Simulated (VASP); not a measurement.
All values below come from r2SCAN meta-GGA, VASP's PBE PAW potentials (set 64) (plane waves; VASP).

VASP ran on this input.

**INCAR**
```
SYSTEM = Ba
PREC = Accurate; ENCUT = 400; LREAL = .FALSE.
LASPH = .TRUE.
EDIFF = 1E-6; NELM = 100; ALGO = Normal
LMAXMIX = 4; LMIXTAU = .TRUE.
ISMEAR = 1; SIGMA = 0.1
METAGGA = R2SCAN
IBRION = 2; NSW = 60; ISIF = 3
EDIFFG = -0.01
LWAVE = .FALSE.; LCHARG = .FALSE.
```

File KPOINTS:
```
Automatic mesh
0
Gamma
9 9 9
0 0 0
```

File POSCAR:
```
Ba
1
   -2.5399915380     2.5399915380     2.5399915380
    2.5399915380    -2.5399915380     2.5399915380
    2.5399915380     2.5399915380    -2.5399915380
Ba
1
Direct
  0.0000000000   1.0000000000   0.0000000000
```

POTCAR, in this order: Ba_sv (PBE.64 set). Program: vasp_std.

Unless said otherwise, spin-orbit coupling is left out, though it shifts the bands of the heavy elements here.

Q: What does the run give for the energy per atom (σ→0), band gap (on the k-mesh)?

A: 
```yaml
energy per atom (σ→0): -26.434 eV/atom
band gap (on the k-mesh): none (metal, semimetal or under 0.01 eV)
```

OSZICAR:
```
...
DAV:  21    -0.264338570673E+02    0.14016E-03   -0.64985E-04   634   0.162E-01    0.246E-02
DAV:  22    -0.264338558958E+02    0.11715E-05   -0.25170E-05   752   0.532E-02    0.230E-02
DAV:  23    -0.264338796346E+02   -0.23739E-04   -0.54177E-05   641   0.828E-02    0.139E-02
DAV:  24    -0.264338905572E+02   -0.10923E-04   -0.84027E-06   687   0.460E-02    0.119E-02
DAV:  25    -0.264338784637E+02    0.12094E-04   -0.64480E-06   643   0.260E-02    0.766E-03
DAV:  26    -0.264338869568E+02   -0.84931E-05   -0.66060E-06   647   0.310E-02    0.490E-03
DAV:  27    -0.264338873420E+02   -0.38517E-06   -0.25017E-06   633   0.137E-02
   1 F= -.26433887E+02 E0= -.26433503E+02  d E =-.264339E+02
```

The compound is Ba in the bcc structure. It was relaxed first. The start is the result of an earlier pass.
